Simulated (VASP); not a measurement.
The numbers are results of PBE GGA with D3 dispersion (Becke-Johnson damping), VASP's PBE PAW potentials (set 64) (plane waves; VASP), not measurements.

VASP ran on this input.

**KPOINTS**
```
Automatic mesh
0
Gamma
17 17 17
0 0 0
```

### POSCAR
```
Li
3.3127280
 -0.4999999522   0.4999999522   0.4999999522
  0.4999999522  -0.4999999522   0.4999999522
  0.4999999522   0.4999999522  -0.4999999522
Li
1
direct
  0.0000000000   0.0000000000   0.0000000000
```

**INCAR**
```
! general
SYSTEM=Li
PREC  =Accurate
ENCUT =520
LREAL =.FALSE.
LASPH =.TRUE.   ! aspherical one-centre terms

! electronic loop
EDIFF =1E-7   ! SCF stop (eV)
NELM  =100
ALGO  =Normal   ! blocked Davidson

! smearing
ISMEAR=-5   ! tetrahedra, Bloechl

! functional
GGA   =PE   ! PBE
IVDW  =12

! ions
ISIF  =2   ! forces and stress, cell fixed

! output
LWAVE =.FALSE.
LCHARG=.TRUE.
LORBIT=11   ! lm-projected
NEDOS =601   ! DOS grid
```

POTCAR, in this order: Li_sv (PBE.64 set). Program: vasp_std.

The run wrote:

### OUTCAR
```
 ion  position               nearest neighbor table
   1  0.000  0.000  0.000-
  LATTYP: Found a body centered cubic cell.
 ALAT       =     3.3127276830
 Subroutine PRICEL returns:
 Original cell was already a primitive cell.
 Subroutine GETGRP returns: Found 48 space group operations
The static configuration has the point symmetry O_h .
The dynamic configuration has the point symmetry O_h .
 Subroutine INISYM returns: Found 48 space group operations
 Subroutine IBZKPT returns following result:
 Found    165 irreducible k-points:

 Following reciprocal coordinates:
            Coordinates               Weight
  0.000000  0.000000  0.000000      1.000000
  0.058824  0.000000  0.000000     12.000000
  0.117647  0.000000  0.000000     12.000000
  0.176471  0.000000  0.000000     12.000000
  0.235294  0.000000  0.000000     12.000000
  0.294118  0.000000  0.000000     12.000000
  0.352941  0.000000  0.000000     12.000000
  0.411765  0.000000  0.000000     12.000000
  0.470588  0.000000  0.000000     12.000000
  0.058824  0.058824  0.000000     24.000000
  0.117647  0.058824  0.000000     48.000000
  0.176471  0.058824 -0.000000     48.000000
  0.235294  0.058824  0.000000     48.000000
  0.294118  0.058824 -0.000000     48.000000
  0.352941  0.058824 -0.000000     48.000000
  0.411765  0.058824  0.000000     48.000000
  0.470588  0.058824  0.000000     24.000000
  0.117647  0.117647  0.000000     24.000000
  0.176471  0.117647  0.000000     48.000000
  0.235294  0.117647  0.000000     48.000000
  0.294118  0.117647 -0.000000     48.000000
  0.352941  0.117647 -0.000000     48.000000
  0.411765  0.117647  0.000000     48.000000
  0.176471  0.176471  0.000000     24.000000
  0.235294  0.176471  0.000000     48.000000
  0.294118  0.176471  0.000000     48.000000
  0.352941  0.176471  0.000000     48.000000
  0.411765  0.176471  0.000000     24.000000
  0.235294  0.235294  0.000000     24.000000
  0.294118  0.235294  0.000000     48.000000
  0.352941  0.235294  0.000000     48.000000
  0.294118  0.294118  0.000000     24.000000
  0.352941  0.294118  0.000000     24.000000
  0.058824  0.058824  0.058824      8.000000
  0.117647  0.058824  0.058824     24.000000
  0.176471  0.058824  0.058824     24.000000
  0.235294  0.058824  0.058824     24.000000
  0.294118  0.058824  0.058824     24.000000
  0.352941  0.058824  0.058824     24.000000
  0.411765  0.058824  0.058824     24.000000
   k-points           NKPTS =    165   k-points in BZ     NKDIM =    165   number of bands    NBANDS=      5
   number of dos      NEDOS =    601   number of ions     NIONS =      1
   total plane-waves  NPLWV =  13824
   dimension x,y,z NGX =    24 NGY =   24 NGZ =   24
   dimension x,y,z NGXF=    48 NGYF=   48 NGZF=   48
   ions per type =               1
   PREC   = accura    normal or accurate (medium, high low for compatibility)
   ISTART =      0    job   : 0-new  1-cont  2-samecut
   ICHARG =      2    charge: 1-file 2-atom 10-const
   ISPIN  =      1    spin polarized calculation?
   LNONCOLLINEAR =      F non collinear calculations
   LSORBIT =      F    spin-orbit coupling
   INIWAV =      1    electr: 0-lowe 1-rand  2-diag
   ENCUT  =  520.0 eV  38.22 Ry    6.18 a.u.   5.33  5.33  5.33*2*pi/ulx,y,z
   NELM   =    100;   NELMIN=  2; NELMDL= -5     # of ELM steps
   EDIFF  = 0.1E-06   stopping-criterion for ELM
   LREAL  =      F    real-space projection
   NLSPLINE    = F    spline interpolate recip. space projectors
   LMAXMIX     =    2 max onsite mixed and CHGCAR
   VOSKOWN=      0    Vosko Wilk Nusair interpolation
...
```

OSZICAR:
```
       N       E                     dE             d eps       ncg     rms          rms(c)
DAV:   1     0.498808935745E+00    0.49881E+00   -0.71753E+02  1680   0.425E+02
DAV:   2    -0.179085096442E+01   -0.22897E+01   -0.21992E+01  2345   0.582E+01
DAV:   3    -0.189108469261E+01   -0.10023E+00   -0.99510E-01  1995   0.841E+00
DAV:   4    -0.189410870168E+01   -0.30240E-02   -0.30187E-02  2170   0.129E+00
DAV:   5    -0.189413257143E+01   -0.23870E-04   -0.23849E-04  2070   0.113E-01    0.182E-01
DAV:   6    -0.189328975110E+01    0.84282E-03   -0.38561E-04  2625   0.107E-01    0.112E-01
DAV:   7    -0.189305937981E+01    0.23037E-03   -0.90860E-04  2605   0.184E-01    0.305E-02
DAV:   8    -0.189305327172E+01    0.61081E-05   -0.10515E-05  1760   0.418E-02    0.236E-03
DAV:   9    -0.189305029186E+01    0.29799E-05   -0.10626E-06  2380   0.117E-02    0.679E-04
DAV:  10    -0.189304897187E+01    0.13200E-05   -0.51229E-08   985   0.253E-03    0.100E-03
DAV:  11    -0.189304919946E+01   -0.22759E-06   -0.12364E-08   855   0.170E-03    0.521E-05
DAV:  12    -0.189304923046E+01   -0.31000E-07   -0.22332E-09   855   0.699E-04
   1 F= -.20815561E+01 E0= -.20815561E+01  d E =0.000000E+00
```

OUTCAR:
```
------------------------ aborting loop because EDIFF is reached ----------------------------------------
 Edisp (eV)   -0.18851
  FORCE on cell =-STRESS in cart. coord.  units (eV):
  Direction    XX          YY          ZZ          XY          YZ          ZX
  --------------------------------------------------------------------------------------
  Total       0.00301     0.00301     0.00301    -0.00000     0.00000    -0.00000
  in kB       0.26493     0.26493     0.26493    -0.00000     0.00000    -0.00000
  external pressure =        0.26 kB  Pullay stress =        0.00 kB
  volume of cell :       18.18
      direct lattice vectors                 reciprocal lattice vectors
    -1.656363841  1.656363841  1.656363841     0.000000000  0.301866044  0.301866044
     1.656363841 -1.656363841  1.656363841     0.301866044  0.000000000  0.301866044
     1.656363841  1.656363841 -1.656363841     0.301866044  0.301866044  0.000000000
 POSITION                                       TOTAL-FORCE (eV/Angst)
 -----------------------------------------------------------------------------------
      0.00000      0.00000      0.00000        -0.000000      0.000000      0.000000
 -----------------------------------------------------------------------------------
    total drift:                               -0.000000     -0.000000      0.000000
  FREE ENERGIE OF THE ION-ELECTRON SYSTEM (eV)
  ---------------------------------------------------
  free  energy   TOTEN  =        -2.0815561256 eV

  energy  without entropy=       -2.0815561256  energy(sigma->0) =       -2.08155613

 total charge

# of ion       s       p       d       tot
------------------------------------------
    1        2.037   0.047   0.000   2.085
```
(Selected blocks of OUTCAR.)

For a metal the tetrahedron method with Blöchl corrections gives inexact stress and forces.

The compound is Li in the bcc structure. It was relaxed first, which changed the volume by -14 %.
